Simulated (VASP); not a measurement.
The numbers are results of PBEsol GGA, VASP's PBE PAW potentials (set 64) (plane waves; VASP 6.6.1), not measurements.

The input files of a VASP run:

**POSCAR**
```
FeAl
1
    2.7304235139     0.0000000000     0.0000000000
    0.0000000000     2.7304235139     0.0000000000
    0.0000000000     0.0000000000     2.7304235139
Al Fe
1 1
Direct
  0.5000000000   0.5000000000   0.5000000000
  0.0000000000   0.0000000000   0.0000000000
```

**KPOINTS**
```
Automatic mesh
0
Gamma
13 13 13
0 0 0
```

**INCAR**
```
! general
SYSTEM  = FeAl
PREC    = Accurate
ENCUT   = 500   ! plane-wave cut-off (eV)
LREAL   = F   ! projection in real space or not
LASPH   = T   ! aspherical one-centre terms

! electronic loop
EDIFF   = 1E-6   ! SCF stop (eV)
NELM    = 100   ! most electronic steps
ALGO    = Normal
LMAXMIX = 4

! smearing
ISMEAR  = 1   ! Methfessel-Paxton
SIGMA   = 0.1

! functional
GGA     = PS   ! PBEsol

! ions
IBRION  = 2
NSW     = 40   ! most ionic steps
ISIF    = 3
EDIFFG  = -0.02   ! ionic stop
PSTRESS = 450   ! kbar

! output
LWAVE   = F
LCHARG  = F
```

POTCAR, in this order: Al Fe (PBE.64 set). Program: vasp_std.

Output

**OSZICAR**
```
       N       E                     dE             d eps       ncg     rms          rms(c)
DAV:   1     0.310456174831E+02    0.31046E+02   -0.50748E+03  1536   0.124E+03
DAV:   2    -0.144943735406E+02   -0.45540E+02   -0.43689E+02  1516   0.183E+02
DAV:   3    -0.156173115698E+02   -0.11229E+01   -0.11121E+01  1847   0.390E+01
DAV:   4    -0.156352878334E+02   -0.17976E-01   -0.17960E-01  1904   0.437E+00
DAV:   5    -0.156356687285E+02   -0.38090E-03   -0.38088E-03  1846   0.550E-01    0.163E+01
DAV:   6    -0.164810928252E+02   -0.84542E+00   -0.63774E+01  1709   0.134E+02    0.146E+01
DAV:   7    -0.135543217476E+02    0.29268E+01   -0.28307E+01  1655   0.808E+01    0.269E+00
DAV:   8    -0.134996279260E+02    0.54694E-01   -0.24508E-01  1833   0.699E+00    0.128E+00
DAV:   9    -0.134839151734E+02    0.15713E-01   -0.34448E-02  1930   0.269E+00    0.317E-01
DAV:  10    -0.134836576460E+02    0.25753E-03   -0.76715E-04  2034   0.434E-01    0.204E-01
DAV:  11    -0.134836307456E+02    0.26900E-04   -0.39321E-05  1621   0.668E-02    0.255E-02
DAV:  12    -0.134836308329E+02   -0.87247E-07   -0.25470E-06  1116   0.266E-02
   1 F= -.77663177E+01 E0= -.77662298E+01  d E =-.776632E+01
       N       E                     dE             d eps       ncg     rms          rms(c)
DAV:   1    -0.146750367931E+02   -0.11914E+01   -0.43015E+01  1583   0.133E+02    0.164E+01
DAV:   2    -0.144814147429E+02    0.19362E+00   -0.47081E+01  1655   0.124E+02    0.115E+01
DAV:   3    -0.126098047537E+02    0.18716E+01   -0.17188E+01  1644   0.703E+01    0.241E+00
DAV:   4    -0.125594759425E+02    0.50329E-01   -0.18928E-01  1896   0.613E+00    0.128E+00
DAV:   5    -0.125424234897E+02    0.17052E-01   -0.34925E-02  1930   0.221E+00    0.251E-01
DAV:   6    -0.125424293458E+02   -0.58561E-05   -0.69695E-04  1770   0.408E-01    0.124E-01
DAV:   7    -0.125424506737E+02   -0.21328E-04   -0.80374E-05  1960   0.142E-01    0.493E-03
DAV:   8    -0.125424506076E+02    0.66104E-07   -0.87633E-07   986   0.122E-02
   2 F= -.75843300E+01 E0= -.75844935E+01  d E =0.181988E+00
       N       E                     dE             d eps       ncg     rms          rms(c)
DAV:   1    -0.143803554362E+02   -0.18379E+01   -0.22610E+01  1572   0.100E+02    0.993E+00
DAV:   2    -0.148450467244E+02   -0.46469E+00   -0.34945E+01  1835   0.979E+01    0.107E+01
DAV:   3    -0.133066307380E+02    0.15384E+01   -0.96829E+00  1737   0.549E+01    0.184E+00
DAV:   4    -0.132970448223E+02    0.95859E-02   -0.43188E-02  1625   0.243E+00    0.139E+00
DAV:   5    -0.132854962745E+02    0.11549E-01   -0.16332E-02  1907   0.124E+00    0.198E-01
DAV:   6    -0.132855642905E+02   -0.68016E-04   -0.23523E-04  1597   0.157E-01    0.635E-02
DAV:   7    -0.132855570727E+02    0.72178E-05   -0.11798E-04  1826   0.184E-01    0.820E-03
DAV:   8    -0.132855566400E+02    0.43268E-06   -0.22161E-06   844   0.268E-02
   3 F= -.78099714E+01 E0= -.78099443E+01  d E =-.436537E-01
       N       E                     dE             d eps       ncg     rms          rms(c)
DAV:   1    -0.132785183517E+02    0.70387E-02   -0.40542E-03  1583   0.131E+00    0.139E-01
DAV:   2    -0.132785929582E+02   -0.74607E-04   -0.59452E-03  1698   0.132E+00    0.138E-01
DAV:   3    -0.132783197710E+02    0.27319E-03   -0.19553E-03  1700   0.766E-01    0.173E-02
DAV:   4    -0.132783160325E+02    0.37385E-05   -0.10576E-05  1592   0.334E-02    0.271E-03
DAV:   5    -0.132783160289E+02    0.35328E-08   -0.31959E-07   777   0.857E-03
   4 F= -.78100223E+01 E0= -.78099973E+01  d E =-.437045E-01
```

OUTCAR:
```
------------------------ aborting loop because EDIFF is reached ----------------------------------------
  FORCE on cell =-STRESS in cart. coord.  units (eV):
  Direction    XX          YY          ZZ          XY          YZ          ZX
  --------------------------------------------------------------------------------------
  Total        5.4624454      5.4624454      5.4624454     -0.0000000     -0.0000000      0.0000000
  in kB      449.5187241    449.5187241    449.5187241     -0.0000000     -0.0000000      0.0000000
  external PRESSURE =      -0.4812759 kB  Pullay stress =     450.0000000 kB
  volume of cell :       19.47
      direct lattice vectors                 reciprocal lattice vectors
     2.690192157  0.000000000 -0.000000000     0.371720658  0.000000000  0.000000000
    -0.000000000  2.690192157  0.000000000    -0.000000000  0.371720658  0.000000000
    -0.000000000 -0.000000000  2.690192157     0.000000000 -0.000000000  0.371720658
 POSITION                                       TOTAL-FORCE (eV/Angst)
 -----------------------------------------------------------------------------------
      1.34510      1.34510      1.34510        -0.000000     -0.000000      0.000000
      0.00000      0.00000      0.00000         0.000000      0.000000      0.000000
 -----------------------------------------------------------------------------------
    total drift:                               -0.000000      0.000000     -0.000000
  FREE ENERGIE OF THE ION-ELECTRON SYSTEM (eV)
  ---------------------------------------------------
  free  energy   TOTEN  =       -13.2783160289 eV

  energy  without entropy=      -13.2782410180  energy(sigma->0) =      -13.27829103
  enthalpy is  TOTEN    =        -7.8100222568 eV   P V=        5.4682937722

 reached required accuracy - stopping structural energy minimisation
```
(Selected blocks of OUTCAR.)

CONTCAR:
```
FeAl
   1.00000000000000
     2.6901921570683447    0.0000000000000000   -0.0000000000000000
    -0.0000000000000000    2.6901921570683447    0.0000000000000000
    -0.0000000000000000   -0.0000000000000000    2.6901921570683447
  Al              Fe
     1     1
Direct
     0.5000000000000000    0.5000000000000000    0.5000000000000000
     0.0000000000000000    0.0000000000000000    0.0000000000000000
```

Energy and stress use the plane-wave basis of the starting cell.

The compound is FeAl in the CsCl type structure. This run relaxes it under an external pressure of 45 GPa. Symmetry was kept, so distortions that lower it aren't found. The run is not spin-polarised, so no magnetic state was tried. The electron count is odd and the run is not spin-polarised, which forces a metal.
